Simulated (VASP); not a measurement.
Input:

```
CELL_PARAMETERS angstrom
      0.00000     2.47278     2.47278
      2.47278     0.00000     2.47278
      2.47278     2.47278     0.00000
ATOMIC_POSITIONS crystal
  Ge 0.00000 0.00000 0.00000
  V  0.50000 0.50000 0.50000
```

Calculation: PBEsol GGA, VASP's PBE PAW potentials (set 64) (plane waves; VASP). Settings: 400 eV cut-off, Gaussian smearing of 0.050 eV, potentials Ge_d V_sv.

Problem. Predict the band gap (along the path) with the smallest direct gap where there is one.

Solution. 
```json
{
 "band gap (along the path)": "none (metal, semimetal or under 0.01 eV)"
}
```

Total energies compare only between runs with the same potentials, cut-off and functional.

The structure was generated: VGe was put into the rocksalt type (Fm-3m), which need not be its known phase. It was relaxed first, which changed the volume by -21 %. The run is not spin-polarised, so no magnetic state was tried. The electron count is odd and the run is not spin-polarised, which forces a metal.
